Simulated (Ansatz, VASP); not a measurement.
## P4C: VASP beside Ansatz

```
CELL_PARAMETERS angstrom
-2.55368 2.55368 2.55368
2.55368 -2.55368 2.55368
2.55368 2.55368 -2.55368
ATOMIC_POSITIONS crystal
P 0.00000 0.00000 0.50000
P 0.50000 0.00000 0.00000
P 0.00000 0.50000 0.00000
P 0.50000 0.50000 0.50000
C 0.00000 0.00000 0.00000
```

Change from the starting cell: species swapped into the Hg4Pt type (Im-3m, No. 229).

Alike in both runs: functional PBE; k mesh 6 × 6 × 6; occupations gaussian, width 0.1 eV; no spin polarisation.

Ansatz relaxed the structure, and its values are those at the end. VASP's run is a single point on that final structure, the one shown.

```csv
,VASP,Ansatz
version,VASP 6.6.1,Ansatz 0.2.0
potentials or method,"VASP PAW PBE potentials, release 64 (P, C)","scalar-relativistic, plane waves, PAW"
plane-wave cutoff (eV),520,420
valence electrons in the cell,24,24
```

```csv
,VASP,Ansatz,Ansatz less VASP
gap on the k mesh at the Fermi level (eV),none,none,-
pressure (GPa),-0.2,0.0,+0.19
```

A gap of «none» marks a metal or a gap that the smearing closes. With one functional, cell and mesh, what is left measures potentials, basis and numerics.
